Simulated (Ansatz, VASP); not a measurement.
Two plane-wave programs on Ge2Rh2Pb

Contents of INCAR:

```
PREC = Accurate ; ENCUT = 520
EDIFF = 1E-8 ; ISMEAR = -1
SIGMA = 0.15 ; LREAL = False
LASPH = True ; NELM = 100
ALGO = Normal ; ISIF = 2
LWAVE = False ; LCHARG = False
GGA = PE ; LEFG = True
NBANDS = 44
```

File KPOINTS:

```
Automatic mesh
0
Gamma
  12 12 12
```

File POSCAR:

```
Ge2Rh2Pb
1.0
   -2.1750666782      2.1750666782      4.9795554848
    2.1750666782     -2.1750666782      4.9795554848
    2.1750666782      2.1750666782     -4.9795554848
Ge Rh Pb
2 2 1
Direct
    0.6301257768      0.6301257768      0.0000000000
    0.3698742232      0.3698742232      0.0000000000
    0.2500000000      0.7500000000      0.5000000000
    0.7500000000      0.2500000000      0.5000000000
    0.0000000000      0.0000000000      0.0000000000
```

Input for Ansatz:

```yaml
crystal:
  lattice:
    - [-2.1750666782, 2.1750666782, 4.9795554848]
    - [2.1750666782, -2.1750666782, 4.9795554848]
    - [2.1750666782, 2.1750666782, -4.9795554848]
  atoms:
    - { symbol: Ge, position: [0.6301257768, 0.6301257768, 0.0] }
    - { symbol: Ge, position: [0.3698742232, 0.3698742232, 0.0] }
    - { symbol: Rh, position: [0.25, 0.75, 0.5] }
    - { symbol: Rh, position: [0.75, 0.25, 0.5] }
    - { symbol: Pb, position: [0.0, 0.0, 0.0] }
basis:
  ecutwfc: 420
kpoints:
  mp_grid: { grid: [12, 12, 12] }
hamiltonian:
  xc: pbe
scf:
  occupations: { method: fermi_dirac, width: 0.15 }
output:
  forces: true
  stress: true
  eigenvalues: true
  efg: {}
checkpoint:
  read: start.run
  write: ck
  compress: false
  write_wavefunctions: false
  write_every: 100000
```

Alike in both runs: task electric field gradients; functional PBE; k mesh 12 × 12 × 12; occupations fermi-dirac, width 0.15 eV; no spin polarisation.

|  | VASP | Ansatz |
| --- | --- | --- |
| version | VASP 6.6.1 | Ansatz 0.2.0 |
| potentials or method | VASP PAW PBE potentials, release 64 (Ge_d, Rh_pv, Pb_d) | scalar-relativistic, plane waves, PAW |
| plane-wave cutoff (eV) | 520 | 420 |
| valence electrons in the cell | 72 | 76 |

```tsv
	VASP	Ansatz	Ansatz less VASP
gap on the k mesh at the Fermi level (eV)	none	none	-
pressure (GPa)	0.1	0.0	-0.10
rms of the force components (eV/Å)	0.007	0.000	-0.0067
Vzz of the field gradient on the site that differs most (V/Å²)	27.4	4.9	-22.46
```

Atom by atom the forces differ by 0.007 eV/Å (rms over components). A gap of «none» marks a metal or a gap that the smearing closes. The two sets of potentials don't hold the same shells in valence. Ansatz warned: «gradients_without_spin_orbit».

Spin-orbit coupling is left out, which matters for the levels of Pb.
